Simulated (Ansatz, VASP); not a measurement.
# MnS: VASP beside Ansatz, part 2 of 2

One calculation is typed for both programs; each brings its own data sets and cutoff. How far apart do they land?

VASP 6.6.1 and Ansatz 0.2.0.

So far: The structure; Ansatz: relaxation of cell and atoms, r2SCAN.

The database entry behind the starting cell differs from later determinations by our own check (an axis about 0.2 % short against later determinations), so it need not match the best structure at ambient conditions.

## Step 3: VASP: relaxation of cell and atoms, r2SCAN

Level of this step: r2SCAN, spin-polarised from a ferromagnetic start (one magnetic atom a cell); plane waves and PAW (Mn_pv, S) (VASP).

The same cell, functional, mesh and smearing now go to VASP, with its own data sets and cutoff.

Lines of VASP's logs that name or quote its potential files are left out, and so is its time.

The input, INCAR:

```
SYSTEM = MnS
PREC = Accurate
ENCUT = 520
EDIFF = 1E-06
NELM = 100
ISMEAR = -1
SIGMA = 0.05
LREAL = .FALSE.
ALGO = Normal
METAGGA = R2SCAN
LASPH = .TRUE.
NBANDS = 16
ISPIN = 2
MAGMOM = 4 0
LMAXMIX = 4
LORBIT = 11
LWAVE = .FALSE.
LCHARG = .FALSE.
KPAR = 2
IBRION = 2
NSW = 60
ISIF = 3
EDIFFG = -0.01
```

The input, POSCAR:

```
MnS
1.0
    0.0000000000      2.6045000000      2.6045000000
    2.6045000000      0.0000000000      2.6045000000
    2.6045000000      2.6045000000      0.0000000000
Mn S
1 1
Direct
    0.0000000000      0.0000000000      0.0000000000
    0.5000000000      0.5000000000      0.5000000000
```

The input, KPOINTS:

```
Automatic mesh
0
Gamma
7 7 7
0 0 0
```

The projector-augmented-wave data sets are Mn_pv and S (PBE family, release 64).

Command:

```sh
mpirun -np 2 vasp_std
```

Numbers of over 12 decimals in the logs are rounded to 6 here.

What it wrote:

```text
[banner, memory and clock lines left out]
running    2 mpi-ranks, on    1 nodes
 distrk:  each k-point on    1 cores,    2 groups
 distr:  one band on    1 cores,    1 groups

 POSCAR found type information on POSCAR MnS
 POSCAR found :  2 types and       2 ions
|                                                                             |
|               ----> ADVICE to this user running VASP <----                  |
|                                                                             |
|     You enforced a specific xc type in the INCAR file but a different       |
|     [... a line on the potential file left out ...]
|     I HOPE YOU KNOW WHAT YOU ARE DOING!                                     |
|                                                                             |

 LDA part: xc-table for (None), standard interpolation
 POSCAR, INCAR and KPOINTS ok, starting setup
 FFT: planning ... GRIDC
 FFT: planning ... GRID_SOFT
 FFT: planning ... GRID
 WAVECAR not read
 entering main loop
       N       E                     dE             d eps       ncg     rms          rms(c)
DAV:   1     0.136468997881E+03    0.13647E+03   -0.11027E+04  1296   0.127E+03
DAV:   2    -0.226759929847E+02   -0.15914E+03   -0.15158E+03  1472   0.340E+02
DAV:   3    -0.290510544574E+02   -0.63751E+01   -0.63507E+01  1536   0.752E+01
DAV:   4    -0.291287079056E+02   -0.77653E-01   -0.77642E-01  1536   0.844E+00
DAV:   5    -0.291303934295E+02   -0.16855E-02   -0.16855E-02  1592   0.127E+00    0.120E+01
DAV:   6    -0.247501304588E+02    0.43803E+01   -0.12506E+01  1312   0.437E+01    0.146E+01
DAV:   7    -0.248809830553E+02   -0.13085E+00   -0.91742E-01  1280   0.103E+01    0.828E+00
DAV:   8    -0.248732713859E+02    0.77117E-02   -0.13055E-01  1320   0.497E+00    0.464E+00
DAV:   9    -0.248774671643E+02   -0.41958E-02   -0.76122E-02  1376   0.327E+00    0.873E-01
DAV:  10    -0.248763790669E+02    0.10881E-02   -0.19203E-02  1320   0.180E+00    0.261E-01
DAV:  11    -0.248767287727E+02   -0.34971E-03   -0.10599E-03  1304   0.325E-01    0.148E-01
DAV:  12    -0.248767914587E+02   -0.62686E-04   -0.11991E-04  1528   0.149E-01    0.734E-02
DAV:  13    -0.248768128297E+02   -0.21371E-04   -0.16949E-05  1472   0.451E-02    0.483E-02
DAV:  14    -0.248768309444E+02   -0.18115E-04   -0.66414E-06  1400   0.287E-02    0.131E-02
DAV:  15    -0.248768320277E+02   -0.10833E-05   -0.29597E-06  1336   0.148E-02    0.549E-03
DAV:  16    -0.248768341180E+02   -0.20903E-05   -0.34360E-07   640   0.457E-03    0.145E-03
DAV:  17    -0.248768339853E+02    0.13276E-06   -0.26061E-08   640   0.170E-03
   1 F= -.24876834E+02 E0= -.24875508E+02  d E =-.248768E+02  mag=     4.9666
 curvature:   0.00 expect dE= 0.000E+00 dE for cont linesearch  0.000E+00
 trial: gam= 0.00000 g(F)=  0.170E-60 g(S)=  0.245E-03 ort = 0.000E+00 (trialstep = 0.100E+01)
 search vector abs. value=  0.245E-03
 bond charge predicted
       N       E                     dE             d eps       ncg     rms          rms(c)
DAV:   1    -0.248808748156E+02   -0.40407E-02   -0.72726E-02  1280   0.392E+00    0.654E-01
DAV:   2    -0.248769915202E+02    0.38833E-02   -0.10048E-02  1280   0.168E+00    0.576E-01
DAV:   3    -0.248769471484E+02    0.44372E-04   -0.11292E-03  1328   0.316E-01    0.153E-01
DAV:   4    -0.248768465676E+02    0.10058E-03   -0.12056E-04  1432   0.984E-02    0.848E-02
DAV:   5    -0.248768535818E+02   -0.70142E-05   -0.59104E-05  1384   0.528E-02    0.401E-02
DAV:   6    -0.248768416531E+02    0.11929E-04   -0.18641E-05  1416   0.554E-02    0.296E-02
DAV:   7    -0.248768595329E+02   -0.17880E-04   -0.60044E-06  1368   0.292E-02    0.407E-03
DAV:   8    -0.248768612673E+02   -0.17344E-05   -0.23321E-07   672   0.503E-03    0.204E-03
DAV:   9    -0.248768612297E+02    0.37570E-07   -0.10638E-07   640   0.305E-03
   2 F= -.24876861E+02 E0= -.24875535E+02  d E =-.272445E-04  mag=     4.9681
 trial-energy change:   -0.000027  1 .order   -0.000084   -0.000245    0.000078
 step:   0.4971(harm=  0.7586)  dis= 0.00000  next Energy=   -24.876888 (dE=-0.540E-04)
 reached required accuracy - stopping structural energy minimisation
```

From OUTCAR (step 3):

```text
ion  position               nearest neighbor table
   1  0.000  0.000  0.000-   2 2.60   2 2.60   2 2.60   2 2.60   2 2.60   2 2.60
   2  0.500  0.500  0.500-   1 2.60   1 2.60   1 2.60   1 2.60   1 2.60   1 2.60

  LATTYP: Found a face centered cubic cell.
 ALAT       =     5.2090000000

 Subroutine GETGRP returns: Found 48 space group operations
 (whereof 48 operations were pure point group operations)

The static configuration has the point symmetry O_h .

 Found     20 irreducible k-points:

   k-points           NKPTS =     20   k-points in BZ     NKDIM =     20   number of bands    NBANDS=     16

   dimension x,y,z NGX =    28 NGY =   28 NGZ =   28
   dimension x,y,z NGXF=    56 NGYF=   56 NGZF=   56

   ENCUT  =  520.0 eV  38.22 Ry    6.18 a.u.   6.85  6.85  6.85*2*pi/ulx,y,z

   NELECT =      19.0000    total number of electrons

 k-points in reciprocal lattice and weights: Automatic mesh
   0.00000000  0.00000000  0.00000000       0.003
   0.14285714  0.00000000  0.00000000       0.023
   0.28571429  0.00000000  0.00000000       0.023
   0.42857143  0.00000000  0.00000000       0.023
   0.14285714  0.14285714  0.00000000       0.017
   0.28571429  0.14285714  0.00000000       0.070
   0.42857143  0.14285714  0.00000000       0.070
  -0.42857143  0.14285714  0.00000000       0.070
  -0.28571429  0.14285714  0.00000000       0.070
[...]
-0.42857143  0.42857143  0.14285714       0.070
  -0.28571429  0.42857143  0.14285714       0.070

 average (electrostatic) potential at core
       1 -73.9343       2 -87.9874

 E-fermi :   6.6130

 spin component 1
 k-point     1 :       0.0000    0.0000    0.0000
  band No.  band energies     occupation
    ...
      8       2.6214      1.00000
      9       2.6214      1.00000
     10       4.5491      1.00000
     11       4.5491      1.00000
     12       4.5491      1.00000
     13       8.6642      0.00000
     14      15.4095      0.00000
     15      15.4095      0.00000
     16      15.4095      0.00000

 k-point     2 :       0.1429    0.0000    0.0000
  band No.  band energies     occupation
    ...
      8       2.6387      1.00000
      9       2.6387      1.00000
     10       3.7461      1.00000
     11       5.0569      1.00000
     12       5.0569      1.00000
     13       9.7738      0.00000
     14      14.1531      0.00000
     15      15.1886      0.00000
     16      15.1886      0.00000

 k-point     3 :       0.2857    0.0000    0.0000
  band No.  band energies     occupation
    ...
      8       2.8268      1.00000
      9       2.8268      1.00000
     10       3.3906      1.00000
     11       5.9070      1.00000
     12       5.9070      1.00000
     13      10.4273      0.00000
     14      13.6063      0.00000
     15      13.6064      0.00000
     16      14.0796      0.00000

 k-point     4 :       0.4286    0.0000    0.0000
  band No.  band energies     occupation
    ...
      8       2.9865      1.00000
      9       2.9865      1.00000
     10       3.4363      1.00000
     11       6.5184      0.86890
     12       6.5184      0.86884
     13       9.8345      0.00000
     14      12.4133      0.00000
     15      12.4134      0.00000
     16      15.3006      0.00000

 k-point     5 :       0.1429    0.1429    0.0000
  band No.  band energies     occupation
    ...
      8       2.4627      1.00000
      9       2.6634      1.00000
     10       4.4923      1.00000
     11       4.4923      1.00000
     12       4.5624      1.00000
     13      10.2940      0.00000
     14      14.0644      0.00000
     15      14.4238      0.00000
     16      15.3780      0.00000

 k-point     6 :       0.2857    0.1429    0.0000
  band No.  band energies     occupation
    ...
      8       2.6320      1.00000
      9       2.8465      1.00000
     10       3.6190      1.00000
     11       4.8174      1.00000
     12       5.4994      1.00000
     13      11.1827      0.00000
     14      12.5751      0.00000
     15      13.5985      0.00000
     16      14.9699      0.00000

  Total       -0.0185240     -0.0185240     -0.0185240      0.0000000      0.0000000     -0.0000000
  in kB       -0.8363988     -0.8363988     -0.8363988      0.0000000      0.0000000     -0.0000000
  external PRESSURE =      -0.8363988 kB  Pullay stress =       0.0000000 kB

  energy-cutoff  :      520.00
  volume of cell :       35.48
      direct lattice vectors                 reciprocal lattice vectors
    -0.000000000  2.608157672  2.608157672    -0.191706201  0.191706201  0.191706201
     2.608157672 -0.000000000  2.608157672     0.191706201 -0.191706201  0.191706201
     2.608157672  2.608157672 -0.000000000     0.191706201  0.191706201 -0.191706201

 POSITION                                       TOTAL-FORCE (eV/Angst)
 -----------------------------------------------------------------------------------
     -0.00000      2.60816      2.60816         0.000000      0.000000     -0.000000
      2.60816      2.60816      2.60816        -0.000000     -0.000000      0.000000
 -----------------------------------------------------------------------------------
    total drift:                               -0.000000     -0.000000      0.000000

  FREE ENERGIE OF THE ION-ELECTRON SYSTEM (eV)
  ---------------------------------------------------
  free  energy   TOTEN  =       -24.8768612297 eV

  energy  without entropy=      -24.8742092724  energy(sigma->0) =      -24.87553525

 reached required accuracy - stopping structural energy minimisation

 total charge
# of ion       s       p       d       tot
------------------------------------------
    1        0.218   6.160   4.897  11.275
    2        1.310   2.476   0.000   3.786
--------------------------------------------------
tot          1.528   8.636   4.897  15.061

 magnetization (x)
# of ion       s       p       d       tot
------------------------------------------
    1        0.050   0.037   4.404   4.492
    2        0.029   0.105   0.000   0.134
--------------------------------------------------
tot          0.080   0.142   4.404   4.626

[... 6 further parts left out ...]
```

CONTCAR:

```
MnS
   1.00000000000000
    -0.0000000000000000    2.6081576724461275    2.6081576724461275
     2.6081576724461275   -0.0000000000000000    2.6081576724461275
     2.6081576724461275    2.6081576724461275   -0.0000000000000000
  Mn              S
     1     1
Direct
     1.0000000000000000    0.0000000000000000    0.0000000000000000
     0.5000000000000000    0.5000000000000000    0.5000000000000000
```

Experiment finds antiferromagnetic order in this phase (below 150 K, arxiv:1108.4537), so this ferromagnetic run describes another state.

## Step 4: Side by side

Known differences besides the potentials themselves: VASP keeps PBE cores, Ansatz makes them for the functional; both relaxations stop at a tolerance, which leaves soft axes loose, and VASP keeps its plane-wave basis; the data sets hold 21 valence electrons in Ansatz (default PAW (the set named soft_2) files) and 19 in VASP; the cutoff is 500 eV in Ansatz and 520 eV in VASP; Ansatz adds a Pulay correction to the stress that steers its cell, VASP none; site moments are counted in spheres of each program's own size. Total energies have different zeros and are not compared.

The two programs side by side:

| quantity | Ansatz | VASP | difference |
| --- | --- | --- | --- |
| volume (Å³) | 35.45 | 35.48 | -0.09 % |
| edge a after relaxation, in the typed setting (Å) | 3.687 | 3.688 | -0.03 % |
| total moment (μB) | 4.97 | 4.97 | 0.00 |
| moment on Mn1 (μB) | 4.45 | 4.49 | -0.04 |
| moment on S2 (μB) | 0.18 | 0.13 | +0.05 |

The walks stopped with 0.02 GPa left in Ansatz and -0.08 GPa in VASP; each walk ends within a tolerance, so the volume difference is uncertain by about these residues over the bulk modulus, most in soft cells.

## Step 5: What came out

| Property | Result |
| --- | --- |
| difference in volume (relaxation of cell and atoms, r2SCAN) | -0.095 % |

In words: The difference in volume is -0.095 % (relaxation of cell and atoms, r2SCAN), within the 1.2 % picked in this series as the mark of a large difference, as far as the stopping tolerances let one tell. How closely two codes agree says nothing of how well the functional describes the real material.

[Lines on the potential files, build, host, timing and source positions are cut from VASP's logs without a mark.]

[Logs are printed without paths, hosts, clocks, repeated set-up lines and the standing remarks that a program may print on its own settings, such as how far it seeks lower states.]

[Hosts, paths, dates, database ids (printed as entryN), source tags and the programs' standing remarks are cut or masked in the printed files.]
